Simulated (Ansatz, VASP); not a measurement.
# Ge23Sb12S65 (germanium antimony sulfide glass Ge23Sb12S65): VASP beside Ansatz

Aim: how closely do two programs agree when they are given the same cell, functional and k mesh? The structure shown is the end of the Ansatz relaxation below.

Program: Ansatz 0.2.0. Level of theory: plane waves, with VASP 6.6.1 beside it; single point at PBE with D3(BJ). Results are calculated unless marked as measured.

**1. The structure**

The cell holds 100 atoms: 23 Ge, 12 Sb and 65 S. Its edges and angles: a = 13.181 Å, b = 13.734 Å, c = 14.470 Å, α = 90.0°, β = 90.0°, γ = 90.0°. As first built, before any earlier steps moved the atoms (in the runner's words): 100 atoms (23 Ge, 12 Sb, 65 S) placed at random at 3.17 g/cm^3 and pushed apart to contact distance.

**2. Ansatz: relaxation, PBE with D3(BJ)**

Ansatz runs on its default PAW (the set named soft_2) files.

This run makes the geometry at which the two programs are then compared.

input.yaml

```yaml
crystal:
  lattice:
    - [14.39794, 0.0, 0.0]
    - [0.0, 14.56223, 0.0]
    - [0.0, 0.0, 14.74546]
  atoms:
    - { symbol: Ge, position: [0.24943, 0.19305, 0.83022] }
    - { symbol: Ge, position: [0.79404, 0.94314, 0.1347] }
    # ... one line an atom, as in the record's system
kpoints:
  mp_grid: { grid: [1, 1, 1] }
hamiltonian:
  xc: pbe
  dispersion: d3bj
scf:
  occupations: { method: fermi_dirac, width: 0.05 }
output:
  forces: true
  stress: true
relax:
  f_tol: 0.04
  max_steps: 60
  cell: { stress_tol: 0.1, fix: [alpha, beta, gamma] }
```

Started as:

```bash
$ ansatz run input.yaml --threads 32 --pin off --max-ram 143360MiB --backend cuda --events-out ev --progress --plain --runs-dir out
```

Numbers of over 12 decimals in the logs are rounded to 6 here.

What it wrote:

```text
Engine: ansatz 0.2.0, aarch64-unknown-linux-gnu
Pseudopotentials: kind: paw
Pseudopotential: Ge, paw, valence charge 14, recommended cutoff 420 eV (normal), Ge.paw.azcp
Pseudopotential: Sb, paw, valence charge 15, recommended cutoff 420 eV (normal), Sb.paw.azcp
[...]
Crystal: 100 atoms, lattice volume = 3091.623 Å³
Basis set: ecut = 420 eV, 60433 PW (Γ), exchange–correlation on 200×200×200 points (8 copies of the dense FFT grid, shifted against one another)
Bands: 546, of which v1, the nominal top of the filled ones, is band 446 counted from 1 (445 counted from 0)
k-points: 1
[...]
WARN: dispersion: an atom stands within reach of a switch of its C6 between two reference coordination numbers of its element: through that C6 alone, e_disp changes by 0.025 eV or more while the distances to its neighbours run over a stretch of 0.05 Å that contains this geometry (sites counted from 0 in the run's list of atoms or, in a supercell that it derives, in that cell's: here a list of 100) — site 1 (Ge): coordination number 3.509 (about 3.19 to 3.83 with every neighbour 0.05 Å farther or nearer), switch near 3.408 between the references 3.897 (weight 0.69) and 2.919 (weight 0.31), e_disp changing by some 0.03 eV; [rest of the remark cut]
relax step   1: F+E_penalty+E_count = -235270.81713028 eV  Δ(F+E_penalty+E_count) = +0.000e0 eV  max|allowed force component| = 1.739e-1 eV/Å  Δτ_max = 0.0000 Å  P = -1.123 GPa  Ω = 3091.623 Å³
[... from here on, the SCF cycles and remarks between the steps are left out ...]
relax step   2: F+E_penalty+E_count = -235271.67395640 eV  Δ(F+E_penalty+E_count) = -8.568e-1 eV  max|allowed force component| = 4.564e-1 eV/Å  Δτ_max = 0.1929 Å  P = +0.798 GPa  Ω = 2701.467 Å³
relax step   7: F+E_penalty+E_count = -235272.69309602 eV  Δ(F+E_penalty+E_count) = -7.521e-2 eV  max|allowed force component| = 1.661e-1 eV/Å  Δτ_max = 0.1929 Å  P = -0.050 GPa  Ω = 2677.591 Å³
relax step  13: F+E_penalty+E_count = -235272.85145690 eV  Δ(F+E_penalty+E_count) = -1.132e-2 eV  max|allowed force component| = 6.051e-2 eV/Å  Δτ_max = 0.0715 Å  P = +0.019 GPa  Ω = 2662.555 Å³
relax step  19: F+E_penalty+E_count = -235273.03451978 eV  Δ(F+E_penalty+E_count) = -6.264e-2 eV  max|allowed force component| = 1.771e-1 eV/Å  Δτ_max = 0.1929 Å  P = +0.012 GPa  Ω = 2642.160 Å³
relax step  25: F+E_penalty+E_count = -235273.26881131 eV  Δ(F+E_penalty+E_count) = -1.333e-2 eV  max|allowed force component| = 9.995e-2 eV/Å  Δτ_max = 0.0863 Å  P = -0.005 GPa  Ω = 2625.011 Å³
relax step  30: F+E_penalty+E_count = -235273.29205898 eV  Δ(F+E_penalty+E_count) = -1.879e-3 eV  max|allowed force component| = 5.584e-2 eV/Å  Δτ_max = 0.0440 Å  P = -0.030 GPa  Ω = 2620.374 Å³
relax step  31: F+E_penalty+E_count = -235273.29449201 eV  Δ(F+E_penalty+E_count) = -2.433e-3 eV  max|allowed force component| = 3.390e-2 eV/Å  Δτ_max = 0.0239 Å  P = -0.011 GPa  Ω = 2619.371 Å³
relax step  32: F+E_penalty+E_count = -235273.25540206 eV  Δ(F+E_penalty+E_count) = +3.909e-2 eV  max|allowed force component| = 3.384e-2 eV/Å  Δτ_max = 0.0000 Å  P = -0.012 GPa  Ω = 2619.371 Å³
basis re-selected at this cell: Δ(F+E_penalty+E_count) = +3.909e-2 eV, ΔP = -0.001 GPa vs the last step (what re-selecting the basis moved, of the pressure what is left beyond the Pulay correction that the steps carried, after the strain that the cell walked since its last selection, with what the two solves' SCF thresholds leave and, on support functions, any second-order correction that the steps lacked; it is no measure of the basis error at this ecutwfc). The dense FFT grid was sized anew with the basis: this SCF ran on 90×96×100 points, the steps before it on 100×100×100, so part of this shift can come from that change (see relax.cell in the input reference). [rest of the remark cut]
dispersion: the relaxed geometry stands within reach of a switch of an atom's C6, across which e_disp changes (each atom's share, over what another start of this relaxation can change, by strains that relax.cell.fix and crystal.periodic leave, which move a neighbour at the mean distance by 0.05 Å at the most, and each atom moved with its periodic images by 0.025 Å at the most, and none along a coordinate that relax.constraints holds: site 1 (Ge), some 0.04 eV, crossed with nearer neighbours; site 2 (Ge), some 0.03 eV, crossed with nearer neighbours; site 18 (Ge), some 0.03 eV, crossed with farther neighbours; [rest of the remark cut]
SCF converged after 6 iterations
Free energy (F): -235273.255402 eV
Internal energy: -235273.255398 eV  (E = F + TS)
E sigma→0 (E₀):  -235273.255400 eV
Entropy (-TS):   -0.000004 eV (-0.000 meV/atom)
Fermi energy:    5.484451 eV
--- Forces (eV/Å), atoms counted from 1 ---
  max |Σ_I F_I| component: 6.65e-6 eV/Å
--- Stress (GPa, compression-positive) ---
       -0.008904      -0.049861      -0.326205
       -0.049861      -0.013673       0.163983
       -0.326205       0.163983      -0.012025
  P = ⅓ Tr σ = -0.0115 GPa (-0.115 kbar)
--- Band table (eV) ---
--- Relaxed structure (31 steps of the walk, 31 accepted, 1 SCFs on fresh bases) ---
  F+E_penalty+E_count = -235273.25540206 eV   max|allowed force component| = 3.384e-2 eV/Å   (the final SCF, on the basis selected at the relaxed cell)
  cell:  # Å, volume = 2619.3714 Å³
    - [13.180616, 0, 0]
    - [0, 13.733995, 0]
    - [0, 0, 14.469866]
  atoms:
    [... one line an atom ...]
```

**3. VASP: single point, PBE with D3(BJ)**

The same cell, functional, mesh and smearing now go to VASP, with its own data sets.

Lines of VASP's logs that name or quote its potential files are left out, and so is its time.

INCAR

```
SYSTEM = Ge23Sb12S65
PREC = Accurate
ENCUT = 410
EDIFF = 1E-06
NELM = 120
ISMEAR = -1
SIGMA = 0.05
LREAL = Auto
ALGO = Normal
GGA = PE
IVDW = 12
NBANDS = 456
LORBIT = 11
LWAVE = .FALSE.
LCHARG = .FALSE.
ISIF = 2
LASPH = .TRUE.
GGA_COMPAT = .FALSE.
EFERMI = MIDGAP
NCORE = 2
```

POSCAR

```
Ge23Sb12S65
1.0
   13.1806160000      0.0000000000      0.0000000000
    0.0000000000     13.7339950000      0.0000000000
    0.0000000000      0.0000000000     14.4698660000
Ge Sb S
23 12 65
Direct
    0.1937400000      0.2026800000      0.8618900000
    0.8294800000      0.9659200000      0.1274900000
    0.7401000000      0.2025000000      0.5858900000
    0.5011800000      0.8491900000      0.4459300000
    0.5848400000      0.9851400000      0.2267900000
    0.3555400000      0.2084800000      0.6003800000
    0.2403100000      0.3373000000      0.5173400000
    0.9171900000      0.5597800000      0.9906000000
    0.1719900000      0.8542200000      0.5221100000
    0.1213300000      0.8761600000      0.9663100000
    0.5655300000      0.3529600000      0.6781200000
    0.7464100000      0.6273000000      0.2674000000
    0.2538700000      0.5614900000      0.6501900000
    0.1401800000      0.4148200000      0.9712100000
    0.4596800000      0.1582400000      0.1603000000
    0.6375900000      0.4326500000      0.0592900000
    0.2605600000      0.7789100000      0.7508300000
    0.9707900000      0.2528800000      0.5546600000
    0.1235000000      0.0336800000      0.6537500000
    0.8495500000      0.7671800000      0.5249800000
    0.6315100000      0.8612500000      0.6477500000
    0.6033200000      0.8813900000      0.9700900000
    0.3987000000      0.3658400000      0.8621700000
    0.1039900000      0.0729600000      0.3374500000
    0.8132300000      0.4742500000      0.7497900000
    0.9896000000      0.6421500000      0.2359100000
    0.4301300000      0.0430000000      0.8167700000
    0.2533300000      0.8718200000      0.2131900000
    0.7914400000      0.0786900000      0.8842600000
    0.2586600000      0.5520700000      0.1709800000
[... 64 atom lines left out ...]
    0.5731900000      0.7483200000      0.5471600000
    0.3006800000      0.0890000000      0.2026600000
    0.8398100000      0.7605400000      0.2702400000
    0.8485500000      0.0339400000      0.7284700000
    0.6601700000      0.9885800000      0.5493300000
    0.6255000000      0.3375700000      0.2002900000
```

KPOINTS

```
Automatic mesh
0
Gamma
1 1 1
0 0 0
```

Potentials, in the order of the species: Ge_d, Sb and S (PBE family, release 64).

Started as:

```bash
$ mpirun -np 8 vasp_gam
```

What it wrote:

```text
[banner, memory and clock lines left out]
running    8 mpi-ranks, on    1 nodes
[...]
LDA part: xc-table for (Slater+PW92), standard interpolation
 POSCAR, INCAR and KPOINTS ok, starting setup
[...]
entering main loop
       N       E                     dE             d eps       ncg     rms          rms(c)
DAV:   1     0.159953206982E+05    0.15995E+05   -0.23799E+05  1032   0.262E+03
DAV:   2     0.348405758644E+04   -0.12511E+05   -0.12208E+05   920   0.709E+02
DAV:   3     0.100785940046E+03   -0.33833E+04   -0.32250E+04  1072   0.257E+02
DAV:   4    -0.419020228619E+03   -0.51981E+03   -0.50328E+03  1136   0.106E+02
[...]
DAV:  17    -0.435481003236E+03   -0.63081E-05   -0.40969E-05  1120   0.870E-03    0.130E-02
DAV:  18    -0.435481005577E+03   -0.23414E-05   -0.48239E-06   848   0.374E-03    0.120E-02
DAV:  19    -0.435481004725E+03    0.85164E-06   -0.10924E-06   616   0.260E-03
   1 F= -.46231559E+03 E0= -.46231558E+03  d E =-.426566E-05
```

From OUTCAR (step 3):

```text
  FREE ENERGIE OF THE ION-ELECTRON SYSTEM (eV)
  ---------------------------------------------------
  free  energy   TOTEN  =      -462.3155857880 eV

  energy  without entropy=     -462.3155815223  energy(sigma->0) =     -462.31558366

[... 2 further parts left out ...]
[key lines of the parts left out:]
E-fermi :   3.7736
```

The run ends at a pressure of -0.25 GPa, with forces up to 0.13 eV/Å.

**4. Side by side**

Known differences besides the potentials themselves: the data sets hold 892 valence electrons in Ansatz (on its default PAW (the set named soft_2) files) and 772 in VASP; the cutoff is 420 eV in Ansatz and 410 eV in VASP (PREC = Accurate, projectors in real space). Total energies have different zeros and are not compared.

Compared:

| quantity | Ansatz | VASP | difference |
| --- | --- | --- | --- |
| gap on the k mesh (eV) | 1.401 | 1.405 | -0.004 |

A gap on the mesh is an upper bound, since the band edges may lie between its points.

**5. Results**

```yaml
difference_in_gap_on_the_k_mesh_single_point_pbe_with_d3_bj: -0.0037 eV
```

What this shows: The difference in gap on the k mesh is -0.0037 eV (single point, PBE with D3(BJ)), within the 0.08 eV picked in this series as the mark of a large difference. The data sets hold unlike numbers of valence electrons (892 in Ansatz and 772 in VASP), so part of the differences comes from the potentials. Such differences can come from data sets, numerical settings and the points named under the comparisons, not from the functional's error against experiment.

[Lines on the potential files, build, host, timing and source positions are cut from VASP's logs without a mark.]

[Logs are printed without paths, hosts, clocks, repeated set-up lines and the standing remarks that a program may print on its own settings, such as how far it seeks lower states.]

[Hosts, paths, dates, database ids (printed as entryN), source tags and the programs' standing remarks are cut or masked in the printed files.]
